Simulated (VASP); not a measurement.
Runs of VASP 6.6.1 on NaBe2Se2. Symmetry: P-6m2, No. 187, hexagonal system. Conventional cell: a = 3.672 Å, b = 3.672 Å, c = 8.011 Å, α = 90.00°, β = 90.00°, γ = 120.00°. Na (site symmetry -6m2) has 6 Se at 3.04 Å as nearest neighbours. Be (site symmetry 3m) is surrounded by 3 Se at 2.22 Å and 1 Be at 2.35 Å. Around Se (site symmetry 3m) lie 3 Be at 2.22 Å. The cell was built by a generator and needn't be a form met in nature.

| task | level | potentials or basis | spin | cell | k mesh | cutoff (eV) | smearing | gap on the mesh (eV) | pressure (GPa) | relaxed volume (Å³/atom) | largest force (eV/Å) |
| --- | --- | --- | --- | --- | --- | --- | --- | --- | --- | --- | --- |
| band structure | PBE | VASP PAW PBE potentials, release 64 (Na_pv, Be, Se) | SOC, no magnetisation | as given | 6 × 6 × 3 | 520 | fermi-dirac 0.05 eV | - | 0.2 | - | 0.02 |
| relaxation of cell and atoms | PBEsol+D3 | VASP PAW PBE potentials, release 64 (Na_pv, Be, Se) | off | relaxed | 6 × 6 × 3 | 600 | fermi-dirac 0.05 eV | none | 0.0 | 17.76 | - |
| relaxation of cell and atoms | PBEsol+rVV10 | VASP PAW PBE potentials, release 64 (Na_pv, Be, Se) | off | relaxed | 6 × 6 × 3 | 600 | fermi-dirac 0.05 eV | none | 0.0 | (b) | - |
| band structure | PBE+MBD-FI | VASP PAW PBE potentials, release 64 (Na_pv, Be_sv, Se) | off | volume scaled by 0.96 | 9 × 9 × 4 | 520 | gaussian 0.01 eV | - | -1.3 | - | 0.14 |
| band structure | PBE | VASP PAW PBE potentials, release 64 (Na_pv, Be, Se) | off | as given | 6 × 6 × 3 | 520 | fermi-dirac 0.05 eV | - | (a) | - | 0.02 |

**Question.** Estimate the missing entries.

**Answer.** (a) 0.1; (b) 18.13.

Caveats: pairwise dispersion overbinds metals, which lowers pressure and volume (some runs); the PAW data sets were made with another functional, which shifts forces and pressure a little (some runs).

A k mesh can miss the band edges, and rows without SOC leave out spin-orbit coupling on Se.

A gap of «none» marks a metal or a gap under the smearing width.

The runs don't all hold the same shells in valence.
